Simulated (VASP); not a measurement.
An input for Ansatz (written as the equivalent of a VASP run, and not itself run):

Ansatz 0.2 input:
```yaml
crystal:
  lattice:
    - [0.0000000, 2.7528190, 2.7528190]
    - [2.7528190, 0.0000000, 2.7528190]
    - [2.7528190, 2.7528190, 0.0000000]
  atoms:
    - { symbol: Al, position: [0.0000000, 0.0000000, 0.0000000] }
    - { symbol: P, position: [0.2500000, 0.2500000, 0.2500000] }
kpoints:
  mp_grid: { grid: [8, 8, 8] }
hamiltonian:
  xc: pbe
  pseudopotentials: { kind: paw }
scf:
  occupations: { method: gaussian, width: 0.05 }
  max_iter: 100
relax:
  max_steps: 40
  f_tol: 0.02
  cell: {}
output: { forces: true, stress: true, eigenvalues: true }
```

Problem. Translate this input to VASP (INCAR, KPOINTS, POSCAR, choice of POTCAR).

Solution. This is not unique; one that fits is 
**KPOINTS**
```
kpoints
0
G
  8 8 8
```

POSCAR:
```
AlP
1
    0.0000000000     2.7528190310     2.7528190310
    2.7528190310     0.0000000000     2.7528190310
    2.7528190310     2.7528190310     0.0000000000
Al P
1 1
Direct
  0.0000000000   0.0000000000   0.0000000000
  0.2500000000   0.2500000000   0.2500000000
```

INCAR:
```
SYSTEM = AlP
PREC = Accurate
ENCUT = 500
EDIFF = 1E-6
NELM = 100
ALGO = Normal
LREAL = .FALSE.
LASPH = .TRUE.
ISMEAR = 0
SIGMA = 0.05
GGA = PE
LWAVE = .FALSE.
LCHARG = .FALSE.
IBRION = 2
ISIF = 3
NSW = 40
EDIFFG = -0.02
```

POTCAR, in this order: Al P (PBE.64 set). Program: vasp_std.

What does not carry over: each code has its own PAW files, so the cut-off isn't converted (ENCUT is set for VASP's; basis.ecutwfc is left out, and Ansatz then takes the one that its files recommend); Ansatz stops its SCF on the density residual and VASP on the energy change (EDIFF).

The compound is AlP in the zinc blende structure. It was relaxed first.
